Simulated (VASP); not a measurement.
```yaml
crystal:
  lattice:
    - [0.00000, 2.89228, 2.89228]
    - [2.89228, 0.00000, 2.89228]
    - [2.89228, 2.89228, 0.00000]
  atoms:
    - { symbol: Cd, position: [0.00000, 0.00000, 0.00000] }
    - { symbol: S, position: [0.25000, 0.25000, 0.25000] }
```

These are PBE GGA, VASP's PBE PAW potentials (set 64) (plane waves; VASP) values and carry that method's errors. Run with 480 eV cut-off, 8×8×8 Γ-centred mesh, Gaussian smearing of 0.050 eV, potentials Cd S.

### Question
Predict the energy per atom (σ→0), pressure, band gap (on the k-mesh) with the smallest direct gap where there is one.

### Answer

```json
{
 "band gap (on the k-mesh)": "1.20 eV",
 "smallest direct gap (on the k-mesh)": "1.20 eV",
 "energy per atom (σ→0)": "-3045 meV/atom",
 "pressure": "49.6 kbar"
}
```

Total energies compare only between runs with the same potentials, cut-off and functional.

The compound is CdS in the zinc blende structure, a metastable form; wurtzite is the usual one. It was relaxed first under an external pressure of 5 GPa.
